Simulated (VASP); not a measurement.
Energy against volume of Cu (fcc). Calculation: vdW-DF2, VASP's PBE PAW potentials (set 64) (plane waves; VASP). Numerical set-up: 520 eV cut-off, 17×17×17 Γ-centred mesh, first-order Methfessel-Paxton smearing of 0.10 eV, potentials Cu.

```csv
V (Å³/atom),E (eV/atom)
12.392,-0.35354
12.787,-0.36664
13.183,-0.37085
13.578,-0.36753
```

### Question
Fit these four points and predict the energy of the run at 13.974 Å³/atom.

### Answer
A cubic in V^(−2/3), the third-order Birch-Murnaghan form, passes through the four points with V0 = 13.19 Å³/atom and B0 = 101 GPa, and gives -0.3578 eV/atom there. The run gave -0.3578 eV/atom, -0.0 meV/atom from the fit; all five points give B0 = 101 GPa.

The compound is Cu in the fcc structure. It was relaxed first, which changed the volume by +12 %.
